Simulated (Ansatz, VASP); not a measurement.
# ZnB12: VASP beside Ansatz

```
Zn B
1.0
     0.00000    3.71514    3.71514
     3.71514    0.00000    3.71514
     3.71514    3.71514    0.00000
Zn B
1 12
Direct
  0.00000 0.00000 0.00000
  0.50000 0.83764 0.50000
  0.83764 0.50000 0.50000
  0.50000 0.83764 0.16236
  0.16236 0.50000 0.83764
  0.83764 0.50000 0.16236
  0.50000 0.50000 0.83764
  0.16236 0.83764 0.50000
  0.50000 0.16236 0.83764
  0.50000 0.50000 0.16236
  0.83764 0.16236 0.50000
  0.16236 0.50000 0.50000
  0.50000 0.16236 0.50000
```

Change from the starting cell: species swapped into the HfB12 type (Fm-3m, No. 225).

Alike in both runs: functional PBE; k mesh 4 × 4 × 4; occupations gaussian, width 0.1 eV; no spin polarisation.

Ansatz relaxed the structure, and its values are those at the end. VASP's run is a single point on that final structure, the one shown.

|  | VASP | Ansatz |
| --- | --- | --- |
| version | VASP 6.6.1 | Ansatz 0.2.0 |
| potentials or method | VASP PAW PBE potentials, release 64 (Zn, B) | scalar-relativistic, plane waves, PAW |
| plane-wave cutoff (eV) | 520 | 420 |
| valence electrons in the cell | 48 | 48 |

|  | VASP | Ansatz | Ansatz less VASP |
| --- | --- | --- | --- |
| gap on the k mesh at the Fermi level (eV) | none | none | - |
| pressure (GPa) | 0.3 | 0.2 | -0.05 |
| rms of the force components (eV/Å) | 0.006 | 0.003 | -0.0023 |

A gap of «none» marks a metal or a gap that the smearing closes. The functional is the same, so the differences come from potentials, cutoffs and numerics.

Caveats: the k mesh is coarse (spacing up to 0.37 Å⁻¹), so the values aren't converged.
